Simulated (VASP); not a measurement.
VASP ran on this input.

### INCAR
```
SYSTEM = ZnO
PREC = Accurate
ENCUT = 520
EDIFF = 1E-6
NELM = 25
ALGO = VeryFast
LREAL = .FALSE.
LASPH = .TRUE.
ISMEAR = 0
SIGMA = 0.05
GGA = PE
LMAXMIX = 4
LWAVE = .FALSE.
LCHARG = .FALSE.
ISIF = 2
HFSCREEN = 0.2
AEXX = 0.25
LHFCALC = .TRUE.
PRECFOCK = Fast
ISYM = 3
```

### KPOINTS
```
Automatic mesh
0
Gamma
2 2 2
0 0 0
```

### POSCAR
```
ZnO
1
    1.6250000000    -2.8145830000     0.0000000000
    1.6250000000     2.8145830000     0.0000000000
    0.0000000000     0.0000000000     5.2100000000
Zn O
2 2
Direct
  0.6666670000   0.3333330000   0.5000000000
  0.3333330000   0.6666670000   0.0000000000
  0.6666670000   0.3333330000   0.8820000000
  0.3333330000   0.6666670000   0.3820000000
```

POTCAR, in this order: Zn O (PBE.64 set). Program: vasp_std.

The run wrote:

File standard output:
```
 POSCAR found type information on POSCAR ZnO
 POSCAR found :  2 types and       4 ions
 Reading from existing POTCAR
 Reading from existing POTCAR
 LDA part: xc-table for (Slater+PW92), standard interpolation
 POSCAR, INCAR and KPOINTS ok, starting setup
 WAVECAR not read
 entering main loop
       N       E                     dE             d eps       ncg     rms          rms(c)
RMM:   1    -0.742875609074E+03   -0.74288E+03   -0.18861E+04    88   0.228E+03
RMM:   2    -0.798676851287E+03   -0.55801E+02   -0.27567E+03    88   0.387E+02
RMM:   3    -0.826138882513E+03   -0.27462E+02   -0.62997E+02    88   0.161E+02
RMM:   4    -0.837802711117E+03   -0.11664E+02   -0.21066E+02    88   0.945E+01
RMM:   5    -0.835487179278E+03    0.23155E+01   -0.61261E+01    88   0.531E+01
RMM:   6    -0.833201442373E+03    0.22857E+01   -0.27092E+01    88   0.373E+01
RMM:   7    -0.832040894966E+03    0.11605E+01   -0.15109E+01    88   0.274E+01
RMM:   8    -0.831326219380E+03    0.71468E+00   -0.13004E+01    88   0.255E+01
RMM:   9    -0.830608026445E+03    0.71819E+00   -0.84345E+00   275   0.214E+01
RMM:  10    -0.830721625033E+03   -0.11360E+00   -0.75482E+00   292   0.149E+01
RMM:  11    -0.830860803994E+03   -0.13918E+00   -0.73916E+00   304   0.152E+01
RMM:  12    -0.830859773568E+03    0.10304E-02   -0.74896E+00   307   0.153E+01    0.225E+01
RMM:  13     0.190263211154E+03    0.10211E+04   -0.12504E+02   352   0.101E+02    0.133E+01
RMM:  14     0.182473020464E+03   -0.77902E+01   -0.18682E+01   326   0.374E+01    0.444E+00
RMM:  15     0.185978468034E+03    0.35054E+01   -0.48253E+00   306   0.247E+01    0.262E+00
RMM:  16     0.186459582892E+03    0.48111E+00   -0.64482E+00   322   0.237E+01    0.143E+00
RMM:  17     0.186256431170E+03   -0.20315E+00   -0.54888E+00   324   0.240E+01    0.996E-01
RMM:  18     0.186461451957E+03    0.20502E+00   -0.63076E+00   319   0.229E+01    0.575E-01
RMM:  19     0.186113962701E+03   -0.34749E+00   -0.51257E+00   328   0.242E+01    0.523E-01
RMM:  20     0.186463938298E+03    0.34998E+00   -0.62121E+00   324   0.230E+01    0.457E-01
RMM:  21     0.186153186915E+03   -0.31075E+00   -0.49798E+00   335   0.242E+01    0.427E-01
RMM:  22     0.186476742072E+03    0.32356E+00   -0.60766E+00   331   0.230E+01    0.449E-01
RMM:  23     0.186189871206E+03   -0.28687E+00   -0.45326E+00   341   0.243E+01    0.330E-01
RMM:  24     0.186422656158E+03    0.23278E+00   -0.52836E+00   334   0.229E+01    0.316E-01
RMM:  25     0.186280784951E+03   -0.14187E+00   -0.43343E+00   334   0.244E+01

 -----------------------------------------------------------------------------
|                                                                             |
|           W    W    AA    RRRRR   N    N  II  N    N   GGGG   !!!           |
|           W    W   A  A   R    R  NN   N  II  NN   N  G    G  !!!           |
|           W    W  A    A  R    R  N N  N  II  N N  N  G       !!!           |
|           W WW W  AAAAAA  RRRRR   N  N N  II  N  N N  G  GGG   !            |
|           WW  WW  A    A  R   R   N   NN  II  N   NN  G    G                |
|           W    W  A    A  R    R  N    N  II  N    N   GGGG   !!!           |
|                                                                             |
|     The electronic self-consistency was not achieved in the given           |
|     number of steps (NELM). The forces and other quantities evaluated       |
|     might not be reliable so examine the results carefully. If you find     |
|     spurious results, we suggest increasing NELM, if you were close to      |
|     convergence or switching to a different ALGO or adjusting the           |
|     density mixing parameters otherwise.                                    |
|                                                                             |
 -----------------------------------------------------------------------------

   1 F= 0.18628078E+03 E0= 0.18628531E+03  d E =-.904854E-02
```

File OUTCAR:
```
------------------------ aborting loop EDIFF was not reached (unconverged)  ----------------------------
  FORCE on cell =-STRESS in cart. coord.  units (eV):
  Direction    XX          YY          ZZ          XY          YZ          ZX
  --------------------------------------------------------------------------------------
  Total     -214.2898081   -214.2898747   -214.5974767      0.0000000      0.0000000     -0.0000000
  in kB    -7204.0539040  -7204.0561446  -7214.3971924      0.0000000      0.0000000     -0.0000000
  external PRESSURE =   -7207.5024136 kB  Pullay stress =       0.0000000 kB
  volume of cell :       47.66
      direct lattice vectors                 reciprocal lattice vectors
     1.625000000 -2.814583000  0.000000000     0.307692308 -0.177646209  0.000000000
     1.625000000  2.814583000  0.000000000     0.307692308  0.177646209  0.000000000
     0.000000000  0.000000000  5.210000000     0.000000000  0.000000000  0.191938580
  FREE ENERGIE OF THE ION-ELECTRON SYSTEM (eV)
  ---------------------------------------------------
  free  energy   TOTEN  =       186.2807849506 eV

  energy  without entropy=      186.2898334941  energy(sigma->0) =      186.28530922

  exchange ACFDT corr.  =        -0.04925971  see jH, gK, PRB 81, 115126
```
(Selected blocks of OUTCAR.)

Question: Read input and log: which fault does this run have?
A) LEPSILON was set for a metal
B) LSORBIT needs the non-collinear program vasp_ncl
C) NELM is too small, so the electronic loop ends before EDIFF is met
D) a hybrid functional was run with ALGO = VeryFast

Answer: D, a hybrid functional was run with ALGO = VeryFast. The run did not converge; its last values are not results. Against the sound run, the energy per atom (σ→0) increases by 52.132 eV/atom; the pressure drops by 723.25 GPa.

To mend it, set ALGO = Normal.

The mended run (HSE06 screened hybrid, plane waves, VASP's PBE PAW potentials (set 64)) converges, and its OSZICAR ends with
```
   1 F= -.22244415E+02 E0= -.22244415E+02  d E =-.437701E-17
```

The compound is ZnO in the wurtzite structure. The cell was not relaxed at this level.
